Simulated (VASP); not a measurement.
```yaml
crystal:
  lattice:
    - [10.93707, 0.00000, 0.00000]
    - [0.00000, 10.93707, 0.00000]
    - [0.00000, 0.00000, 10.93707]
  atoms:
    - { symbol: Si, position: [0.49904, 0.99937, 0.99959] }
    - { symbol: Si, position: [0.62584, 0.12484, 0.12504] }
    - { symbol: Si, position: [0.74963, 0.24970, 0.99964] }
    - { symbol: Si, position: [0.87644, 0.37561, 0.12508] }
    - { symbol: Si, position: [0.74965, 0.99952, 0.24987] }
    - { symbol: Si, position: [0.87660, 0.12486, 0.37570] }
    - { symbol: Si, position: [0.99954, 0.99946, 0.99956] }
    - { symbol: Si, position: [0.12565, 0.12570, 0.12570] }
    - { symbol: Si, position: [0.24971, 0.24976, 0.00001] }
    - { symbol: Si, position: [0.37599, 0.37565, 0.12615] }
    - { symbol: Si, position: [0.49972, 0.49955, 0.99955] }
    - { symbol: Si, position: [0.62519, 0.62508, 0.12592] }
    - { symbol: Si, position: [0.74922, 0.74931, 0.99991] }
    - { symbol: Si, position: [0.87549, 0.87555, 0.12571] }
    - { symbol: Si, position: [0.24976, 0.00016, 0.24988] }
    - { symbol: Si, position: [0.37594, 0.12625, 0.37598] }
    - { symbol: Si, position: [0.50051, 0.24868, 0.24876] }
    - { symbol: Si, position: [0.62974, 0.37288, 0.37292] }
    - { symbol: Si, position: [0.75054, 0.49825, 0.24832] }
    - { symbol: Si, position: [0.87526, 0.62505, 0.37541] }
    - { symbol: Si, position: [0.49965, 0.99945, 0.49969] }
    - { symbol: Si, position: [0.62502, 0.12603, 0.62508] }
    - { symbol: Si, position: [0.75058, 0.24817, 0.49811] }
    - { symbol: Si, position: [0.87525, 0.37519, 0.62509] }
    - { symbol: Si, position: [0.74909, 0.00006, 0.74925] }
    - { symbol: Si, position: [0.87551, 0.12562, 0.87560] }
    - { symbol: Si, position: [0.99919, 0.49915, 0.99967] }
    - { symbol: Si, position: [0.12495, 0.62582, 0.12522] }
    - { symbol: Si, position: [0.24973, 0.74970, 0.99970] }
    - { symbol: Si, position: [0.37562, 0.87669, 0.12511] }
    - { symbol: Si, position: [0.99990, 0.24972, 0.24975] }
    - { symbol: Si, position: [0.12608, 0.37566, 0.37592] }
    - { symbol: Si, position: [0.24878, 0.50024, 0.24878] }
    - { symbol: Si, position: [0.37269, 0.63006, 0.37289] }
    - { symbol: Si, position: [0.49830, 0.75062, 0.24817] }
    - { symbol: Si, position: [0.62516, 0.87526, 0.37536] }
    - { symbol: Si, position: [0.99917, 0.99929, 0.49913] }
    - { symbol: Si, position: [0.12470, 0.12477, 0.62585] }
    - { symbol: Si, position: [0.24853, 0.24857, 0.50052] }
    - { symbol: Si, position: [0.37234, 0.37273, 0.63018] }
    - { symbol: Si, position: [0.63002, 0.63035, 0.63038] }
    - { symbol: Si, position: [0.75010, 0.75011, 0.49977] }
    - { symbol: Si, position: [0.87619, 0.87642, 0.62615] }
    - { symbol: Si, position: [0.24974, 0.99957, 0.74969] }
    - { symbol: Si, position: [0.37562, 0.12480, 0.87680] }
    - { symbol: Si, position: [0.49804, 0.24806, 0.75072] }
    - { symbol: Si, position: [0.62512, 0.37510, 0.87533] }
    - { symbol: Si, position: [0.75002, 0.49969, 0.75009] }
    - { symbol: Si, position: [0.87640, 0.62603, 0.87647] }
    - { symbol: Si, position: [0.99941, 0.74968, 0.24994] }
    - { symbol: Si, position: [0.12480, 0.87676, 0.37571] }
    - { symbol: Si, position: [0.99951, 0.49956, 0.49969] }
    - { symbol: Si, position: [0.12582, 0.62509, 0.62521] }
    - { symbol: Si, position: [0.24797, 0.75078, 0.49833] }
    - { symbol: Si, position: [0.37524, 0.87535, 0.62523] }
    - { symbol: Si, position: [0.99946, 0.24979, 0.74973] }
    - { symbol: Si, position: [0.12461, 0.37564, 0.87692] }
    - { symbol: Si, position: [0.24787, 0.49832, 0.75100] }
    - { symbol: Si, position: [0.37519, 0.62511, 0.87554] }
    - { symbol: Si, position: [0.49962, 0.75026, 0.75042] }
    - { symbol: Si, position: [0.62605, 0.87658, 0.87656] }
    - { symbol: Si, position: [0.99979, 0.74928, 0.74922] }
    - { symbol: Si, position: [0.12564, 0.87550, 0.87552] }
    - { symbol: Al, position: [0.49790, 0.49820, 0.49853] }
```
Cell charge +1.

These are HSE06 screened hybrid, VASP's PBE PAW potentials (set 64) (plane waves; VASP 6.6.1) values and carry that method's errors. Settings: PREC = Normal, LREAL = Auto, ISYM = 0, NELECT = 254.0, EDIFF = 1E-5, 400 eV cut-off, 1×1×1 Γ-centred mesh, Gaussian smearing of 0.050 eV, potentials Si Al.

The cell is charged, with a uniform compensating background. The supercell is sampled at Γ alone, which is coarse: total energies, pressure and levels can be off, energies of defects by several tenths of an eV.

Problem. Estimate the energy per atom (σ→0), largest force.

Solution. 
The energy per atom (σ→0) is -6.239 eV/atom and the largest force is 0.00282 Ha/bohr.

The absolute energy has meaning only against runs of the same code, potentials and settings.

The cell is a supercell with a defect, built from Si (diamond): Al_Si, charge +1. The cell's shape comes from a PBE relaxation. The run is not spin-polarised, so no state with unpaired spins was tried.
